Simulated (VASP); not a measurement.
# Relaxed cell volume of HfB2 (P6/mmm) with LDA, GGA, meta-GGA and dispersion-corrected functionals

We have to choose a functional for relaxing HfB2 before it enters models of coatings, contacts or lattice-matched films, and to decide whether that functional should carry a dispersion term. An error in the cell passes directly into misfit strain and into any elastic or electronic property calculated at the relaxed geometry. We compare fully relaxed static cells at zero pressure with the diffraction cell of 9.90 Å³ per atom; a negative volume error means that the calculated cell is too small. The diffraction cell includes zero-point and thermal expansion, typically 0.5 to 2 % in volume, so a faultless static calculation should come out below zero by about that much.

## How the numbers were made

The start is the cell of a diffraction database, 9.90 Å³ per atom, whose temperature is that of the entry, mostly ambient. VASP 6.6.1, plane waves with PAW, cutoff 450 eV; cell and atoms fully relaxed at zero pressure at each level, static lattice, no spin polarisation, no spin-orbit coupling. All ran on Intel(R) Xeon(R) 6975P-C (Granite Rapids), shared with other work, so times are rough. The PAW data sets differ between levels: LDA sets for LDA; PBE sets for PBE, PBEsol, SCAN, r2SCAN and vdW-DF-cx. Non-spherical gradient terms inside the PAW spheres (LASPH) are on in the rows so marked and off in the others; they change results slightly and raise the cost.

Notes on method and selection:

- The diffraction cell holds zero-point and thermal expansion, typically 0.5 to 2 % in volume at room temperature, which a static relaxation lacks.
- Crystals whose PBE volume lies more than 1.5 % under or 25 % over the diffraction cell, or whose cell differs by over 0.3 % from another measurement, were left out.
- Non-spherical gradient terms in the PAW spheres (LASPH) were as a rule on for AM05, RPBE, BLYP, D4 and meta-GGAs and in later sessions, and off for LDA, PBE, PBEsol and D3; where rows differ in this, it bears on volumes, moments and cost.
- Runs that did not converge, have known faults or may not be shown are not listed, and runs on Ansatz's PAW sets soft_1 and soft_2 are kept to separate tables.

Columns:

- volume error (%): relaxed volume relative to the diffraction cell.
- a (Å): lattice constant a of the conventional cell.
- c (Å): lattice constant c of the conventional cell.
- cost per step (core-s): processor time per ionic step of the relaxation.

## Numbers

| member | volume error (%) | a (Å) | c (Å) | cost per step (core-s) | remark |
| --- | --- | --- | --- | --- | --- |
| r2SCAN | −0.43 | 3.132 | 3.482 | 17 | LASPH on |
| r2SCAN + rVV10 | −0.74 | 3.130 | 3.477 | 48 | LASPH on |
| PBE | ? | ? | ? | 4.7 |  |
| PBEsol + D3(BJ) | −3.93 | 3.103 | 3.422 | 4.8 |  |
| LDA | −3.72 | 3.102 | 3.433 | 4.6 |  |
| vdW-DF-cx | −0.63 | 3.134 | 3.472 | 26 | LASPH on |
| SCAN | −1.61 | 3.117 | 3.474 | 25 | LASPH on |
| PBEsol | −1.76 | 3.125 | 3.453 | 4.1 |  |

Cells marked ? are withheld until the estimate has been made.

## What drives the series

All seven members shown give a cell smaller than the diffraction cell, from −0.43 % with r2SCAN to −3.93 % with PBEsol + D3(BJ). Missing expansion can account for most or all of the error with r2SCAN, r2SCAN + rVV10, vdW-DF-cx, SCAN and PBEsol, and their order of merit therefore stays open. It is too small to account for LDA or PBEsol + D3(BJ): even an allowance of 2 % leaves them roughly 1.7 and 1.9 points too small.

LDA binds too strongly. Gradient corrections to exchange favour an uneven density, which weakens the bonds and lengthens them. From LDA to PBEsol the volume error rises by −1.76 − (−3.72) = 1.96 points, although the PAW data sets change as well.

The two dispersion terms act very differently. Adding D3(BJ) to PBEsol changes the volume error by −3.93 − (−1.76) = −2.17 points, while adding rVV10 to r2SCAN changes it by −0.74 − (−0.43) = −0.31 points. The LASPH setting is the same within each pair.

Both terms add attraction and so compress the cell. D3 sums over atom pairs with coefficients that do not follow the metallic screening in this boride, which probably makes its pull too strong. r2SCAN already describes part of the medium-range attraction, and rVV10 is damped to add little at bonding distances.

With D3(BJ), $c$ shortens by 0.031 Å and $a$ by 0.022 Å, or 0.9 % and 0.7 %. The compression is thus nearly even, as expected where strong Hf–B bonds, and no van der Waals gap, join the layers.

For this crystal, adding D3(BJ) to PBEsol does not make the calculated volume more accurate. The rVV10 term changes little and raises the cost per step from 17 to 48 core-s.

## Prediction

Plain estimates from the members shown:

- PBE, mean of the 7 members shown: −1.83 %, standard deviation 1.3

The mean of the members shown, −1.83 %, is unsuitable for PBE. Crystals with a PBE volume more than 1.5 % under the diffraction cell were left out, so the PBE value must lie above that mean.

We use the step from LDA to PBEsol instead. PBE and PBEsol share the exchange enhancement factor $F_x(s) = 1 + \kappa - \kappa/(1 + \mu s^2/\kappa)$, where $s$ is the reduced density gradient. At small $s$ the correction to LDA is $\mu s^2$, with $\mu$ roughly 0.12 in PBEsol and 0.22 in PBE. If the volume shift from LDA is proportional to $\mu$, the PBE error is −3.72 + 1.96 × 0.22 / 0.12 = −0.13 %.

Two simplifications act in opposite directions. The gradient term in correlation, which contracts the cell, grows less than $\mu$ from PBEsol to PBE, so neglecting it makes the estimate too low. The levelling-off of $F_x$ at large $s$ makes it too high. We apply no further shift.

No other member shown differs from PBEsol only in these gradient coefficients, so the route has no direct test here. For the error bar we take the scatter among the four functionals beyond LDA without a separate dispersion add-on (PBEsol, SCAN, r2SCAN and vdW-DF-cx, the last with non-local correlation built in), whose standard deviation is 0.7 points. This is a substitute for the unknown scatter of the scaling itself.

**Committed estimate, PBE: volume error = −0.1 ± 0.7 %.**

## Outcome

| member | volume error (%) | a (Å) | c (Å) | cost per step (core-s) |
| --- | --- | --- | --- | --- |
| PBE | 0.42 | 3.141 | 3.491 | 4.7 |

| member | estimate | volume error (%) | computed | estimate − computed | miss in error bars |
| --- | --- | --- | --- | --- | --- |
| PBE | committed | −0.10 | 0.42 | −0.52 | 0.7 |
| PBE | mean | −1.83 | 0.42 | −2.25 |  |

The computed PBE volume error is +0.42 %, against our estimate of −0.1 ± 0.7 %. The estimate was 0.52 points too low but inside its error bar, and much nearer than the mean of the other members, which missed by 2.25 points.

The argument that PBE expands the cell further than PBEsol, because its exchange responds more strongly to density gradients, gave the right direction and most of the size. Strict proportionality to $\mu$ was less exact. The shift from LDA is 0.42 − (−3.72) = 4.14 points for PBE and 1.96 points for PBEsol, a ratio of 4.14 / 1.96 = 2.11, where the coefficients gave 0.22 / 0.12 = 1.8.

The neglected gradient term in correlation has the right sign to explain the shortfall. The change of PAW data sets between LDA and PBEsol may also contribute, since it enters the step that we scaled.

## Outliers

PBEsol + D3(BJ) and LDA lie farthest from the mean of all eight members, (−1.83 × 7 + 0.42) / 8 = −1.55 %: they are lower by roughly 2.4 and 2.2 points. Both cells stayed practically unchanged in a second relaxation, so an unfinished relaxation is not the reason. For LDA the likeliest cause is its general overbinding, and for PBEsol + D3(BJ) a pairwise attraction that is too strong for a metallic boride. PBE is the farthest on the upper side, by roughly 2.0 points, as its stronger gradient correction to exchange would suggest.

SCAN is unremarkable in volume but not in shape. Its volume error is within 0.15 points of that of PBEsol, yet its $a$ is 0.008 Å shorter and its $c$ 0.021 Å longer. Its volume error also differs from that of the closely related r2SCAN by −1.61 − (−0.43) = −1.18 points. SCAN is known to be sensitive to the numerical integration grid, which may contribute to that gap, as may the real differences between the two functionals.

## Cost

LDA, PBE, PBEsol and PBEsol + D3(BJ) all cost between 4.1 and 4.8 core-s per step, which is no meaningful difference on shared processors. r2SCAN takes 17 / 4.7 = 3.6 times as long as PBE, and r2SCAN + rVV10 takes 48 / 4.7 = 10 times as long; part of this comes from LASPH, which is on only in the dearer rows.

For the cell volume alone, the extra time buys no demonstrable accuracy. PBEsol already falls within the range of −0.5 to −2 % expected of a faultless static calculation, and we would use it without D3(BJ) for routine relaxation of HfB2. It lies near the far end of that range, however, and a boride this stiff probably expands less than most crystals; if so, its cell is somewhat too small, and vdW-DF-cx or r2SCAN would be the better check where the volume is critical.

## Rules of thumb and their limits

PBE and r2SCAN come nearest to the diffraction cell as it stands, at +0.42 and −0.43 %, and PBEsol + D3(BJ) is the farthest from it. The agreement of PBE is partly a cancellation: with 0.5 to 2 % of expansion still to be added, its cell would be about 0.9 to 2.4 % too large. Because crystals with a PBE volume far below experiment were left out, this result says little about PBE for borides in general.

The omitted expansion is smaller than the full spread of 0.42 − (−3.93) = 4.35 points, but large enough to change the order of the better functionals. Scaling the gradient correction worked to about half a point in its single test, and the argument behind it holds only for functionals of the PBE form.

For film models, one functional should be used throughout. Straining an LDA-relaxed HfB2 layer to the PBE value of $a$ would introduce a false in-plane strain of (3.141 − 3.102) / 3.102 = 1.3 %.
